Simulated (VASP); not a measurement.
Mo, 1 atom in the cell. The structure is cubic, space group Im-3m (No. 229). The conventional cell has a = 3.115 Å, b = 3.115 Å, c = 3.115 Å, α = 90.00°, β = 90.00°, γ = 90.00°. Mo (site symmetry m-3m) is surrounded by 8 Mo at 2.70 Å. 

| Property | Result |
| --- | --- |
| Program | VASP 6.6.1 |
| Task | relaxation of cell and atoms |
| Functional | LDA |
| Potentials or basis | VASP PAW LDA potentials, release 64 (Mo_sv) |
| Cutoff | 600 eV |
| k mesh | 16 × 16 × 16 |
| Occupations | methfessel-paxton, width 0.1 eV |
| Spin | no spin polarisation |
| Further INCAR settings | ALGO = Normal; EDIFF = 1e-07; IBRION = 2; EDIFFG = -0.005; NSW = 90; ISIF = 3 |

Potentials or basis: VASP PAW LDA potentials, release 64 (Mo_sv).

Run with:

```console
$ cat potpaw_LDA.64/Mo_sv/POTCAR > POTCAR
$ mpirun -np 1 vasp_std > vasp.out
```

Hardware: 1 thread of Intel(R) Xeon(R) Platinum 8488C (Sapphire Rapids), with other jobs on the host.

Q: Estimate the wall time of this run.

A: Wall time 13 s on 1 thread of Intel(R) Xeon(R) Platinum 8488C (Sapphire Rapids), on a shared host, peak memory 0.14 GiB. Counts: scf iterations 11, k points 145, ion steps 1.
